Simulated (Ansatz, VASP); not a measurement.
# Cross-check of H5C4N between VASP and Ansatz, part 2 of 2

Wanted: the spread between two codes on one cell, functional and k mesh. The structure shown is frame 76 of Ansatz's trajectory.

VASP 6.6.1 and Ansatz 0.2.0.

So far: Set-up; Ansatz: dynamics, LDA.

**3. VASP: single point, LDA**

Level of this step: LDA; plane waves and PAW (C, N, H) (VASP).

The same cell, functional (in two slightly different forms), mesh and smearing now go to VASP, with its own data sets.

Lines of VASP's logs that name or quote its potential files are left out, and so is its time.

Contents of INCAR:

```
SYSTEM = H5C4N
PREC = Accurate
ENCUT = 520
EDIFF = 1E-06
NELM = 120
ISMEAR = 0
SIGMA = 0.025
LREAL = Auto
ALGO = Normal
GGA = CA
NBANDS = 300
LORBIT = 11
LWAVE = .FALSE.
LCHARG = .FALSE.
ISIF = 2
LASPH = .TRUE.
GGA_COMPAT = .FALSE.
EFERMI = MIDGAP
```

Contents of POSCAR:

```
H5C4N
1.0
   11.9879300000      0.0000000000      0.0000000000
    0.0000000000     11.9879300000      0.0000000000
    0.0000000000      0.0000000000     11.9879300000
C N H
60 15 75
Direct
    0.3953393121      0.4518127817      0.2961979257
    0.3316585933      0.5063009210      0.2122468183
    0.2664596807      0.5849717174      0.2626975633
    0.3612383456      0.4981593987      0.4012285691
    0.6324861757      0.1231989176      0.8454170153
    0.6546918442      0.2373303815      0.8448998284
    0.7658703379      0.2500515101      0.8169050036
    0.7248457407      0.0689610300      0.8101648909
    0.9663052754      0.9653543189      0.6816356118
    0.0011344744      0.0754759162      0.6539661142
    0.0691278644      0.1107697492      0.7426970294
    0.0148899768      0.9401039212      0.7816528792
    0.6891932135      0.6700489576      0.6647019127
    0.6833373235      0.7624252060      0.7383092828
    0.7215841267      0.7247873486      0.8380429315
    0.7408034581      0.5831865885      0.7185727644
    0.9286507345      0.1303894834      0.0512015002
    0.0412915324      0.1588347613      0.0725146043
    0.0530617046      0.2014359443      0.1779373086
    0.8711011826      0.1518610803      0.1465140354
    0.9485874542      0.4058248588      0.5429961636
    0.9527416326      0.4785730314      0.4511704690
    0.0363282068      0.4400009009      0.3776965665
    0.0393812777      0.3320172874      0.5334282065
    0.3155924334      0.8210341569      0.5456821987
    0.2041720297      0.7887016357      0.5260040724
    0.1969564387      0.6825281763      0.5801502011
    0.3689377566      0.7457751255      0.6097382951
    0.3089273961      0.9247468078      0.0218719996
    0.3299068313      0.0269437676      0.9646786393
[... 114 atom lines left out ...]
    0.0131131897      0.3369722713      0.9011730966
    0.1550392770      0.0660247432      0.4663941147
    0.2188951721      0.0089756947      0.2629061064
    0.4307415876      0.1015438028      0.2318165021
    0.4594120920      0.2167096404      0.3991431381
    0.3205474173      0.1949877919      0.5530562824
```

Contents of KPOINTS:

```
Automatic mesh
0
Gamma
1 1 1
0 0 0
```

The projector-augmented-wave data sets are C, N and H (LDA family, release 64).

Run with:

```
$ export OMP_NUM_THREADS=3
$ mpirun -np 1 vasp_gam
```

Numbers of over 12 decimals in the logs are rounded to 6 here.

The log of the run:

```text
[banner, memory and clock lines left out]
running    1 mpi-ranks, on    1 nodes
[...]
Offloading initialized ...    1 GPUs detected
[...]
LDA part: xc-table for (Slater(with rela. corr.)+CA(PZ))
 , standard interpolation
 POSCAR, INCAR and KPOINTS ok, starting setup
[...]
entering main loop
       N       E                     dE             d eps       ncg     rms          rms(c)
DAV:   1     0.261837027263E+04    0.26184E+04   -0.19719E+05   624   0.118E+03
DAV:   2    -0.754677234801E+03   -0.33730E+04   -0.32111E+04   764   0.278E+02
DAV:   3    -0.109209195260E+04   -0.33741E+03   -0.33426E+03   752   0.899E+01
DAV:   4    -0.110098988734E+04   -0.88979E+01   -0.88655E+01   744   0.166E+01
[...]
DAV:  16    -0.998488912183E+03    0.45647E-05   -0.47586E-05   712   0.248E-02    0.914E-03
DAV:  17    -0.998488913868E+03   -0.16853E-05   -0.34941E-05   768   0.152E-02    0.432E-03
DAV:  18    -0.998488914079E+03   -0.21099E-06   -0.60284E-06   744   0.530E-03
   1 F= -.99848891E+03 E0= -.99848891E+03  d E =0.000000E+00
```

From OUTCAR (step 3):

```text
  FREE ENERGIE OF THE ION-ELECTRON SYSTEM (eV)
  ---------------------------------------------------
  free  energy   TOTEN  =      -998.4889140794 eV

  energy  without entropy=     -998.4889140794  energy(sigma->0) =     -998.48891408
```

The run ends at a pressure of -1.01 GPa, with forces up to 4.2 eV/Å.

**4. Comparison**

Known differences besides the potentials themselves: the two LDA forms differ slightly; the cutoff is 420 eV in Ansatz and 520 eV in VASP (PREC = Accurate, projectors in real space); VASP's log shows a relativistic correction to its local exchange, Ansatz's none. Total energies have different zeros and are not compared.

Forces on 9 of the 150 atoms, those with the largest forces and the largest differences (eV/Å; atoms numbered as in POSCAR):

```
atom          Ansatz x, y, z            VASP x, y, z
 C32    0.014, -0.499, 3.265   -0.009, -0.584, 3.313
 C46   -0.284, -3.212, 1.258   -0.262, -3.270, 1.248
 C59  -1.824, -0.975, -0.731  -1.782, -1.023, -0.834
 N61    -1.125, 2.380, 2.466    -1.166, 2.432, 2.525
 N62    -2.949, 2.832, 1.220    -2.836, 2.812, 1.186
 N63     0.077, 1.882, 0.330     0.150, 1.883, 0.427
 N64   -1.617, 2.376, -1.898   -1.568, 2.311, -1.823
 N74    -0.241, 2.727, 1.748    -0.226, 2.656, 1.838
 N75     1.400, 2.062, 2.308     1.483, 2.122, 2.326
```

The forces differ by 40 meV/Å r.m.s., which is 4.3 % of the r.m.s. force of 0.923 eV/Å (both taken over all components).

**5. Outcome**

| Item | Value |
| --- | --- |
| r.m.s. force difference (single point, LDA) | 4.3 % of the r.m.s. force |

What this shows: The r.m.s. force difference is 4.3 % of the r.m.s. force (single point, LDA), beyond the 3 % picked in this series as the mark of a large difference. What causes the difference of the single point, LDA pair stays open here. 2 further runs of this series are not shown here. Such differences can come from data sets, numerical settings and the points named under the comparisons, not from the functional's error against experiment.

[Lines on the potential files, build, host, timing and source positions are cut from VASP's logs without a mark.]

[Logs are printed without paths, hosts, clocks, repeated set-up lines and the standing remarks that a program may print on its own settings, such as how far it seeks lower states.]

[Hosts, paths, dates, database ids (printed as entryN), source tags and the programs' standing remarks are cut or masked in the printed files.]
